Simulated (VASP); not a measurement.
Here is the system:

```
CELL_PARAMETERS angstrom
      1.85954    -3.22081     0.00000
      1.85954     3.22081     0.00000
      0.00000     0.00000     7.14870
ATOMIC_POSITIONS crystal
  Zr 0.00000 0.00000 0.00000
  S  0.33333 0.66667 0.20510
  S  0.66667 0.33333 0.79490
```

All values below come from TPSS meta-GGA, VASP's PBE PAW potentials (set 64) (plane waves; VASP 6.6.1). Run with 520 eV cut-off, 7×7×3 Γ-centred mesh, Gaussian smearing of 0.050 eV, potentials Zr_sv S.

Without a dispersion term in the relaxation, distances and binding between the weakly bound layers, chains or molecules are unreliable, and so is what depends on them.

Task: The ions and cell shape at fixed volume are relaxed. Give the cell that the relaxation ends in.

Result: 
```
CELL_PARAMETERS angstrom
      1.84010    -3.18715     0.00000
      1.84010     3.18715     0.00000
      0.00000     0.00000     7.30054
ATOMIC_POSITIONS crystal
  Zr 0.00000 0.00000 0.00000
  S  0.33333 0.66667 0.19903
  S  0.66667 0.33333 0.80097
```
Space group P-3m1 (164), at a tolerance of 0.03 Å.

Task: How much energy does the relaxation gain?

Result: The energy (σ→0) changes by -6.3 meV/atom, in 6 ionic steps.

```csv
step,E(σ→0) (eV),max force (eV/Å),pressure (GPa),volume (Å³)
1,-40.5214,0.347,-2.15,85.63
2,-40.5316,0.190,-1.41,85.63
3,-40.5372,0.037,-0.34,85.63
4,-40.5399,0.011,-0.13,85.63
5,-40.5405,0.011,0.02,85.63
6,-40.5405,0.009,0.01,85.63
```

The compound is ZrS2 in the 1T layered structure. This cell is one point of a volume scan, at 1.03 of the reference volume. Symmetry was kept, so distortions that lower it aren't found.
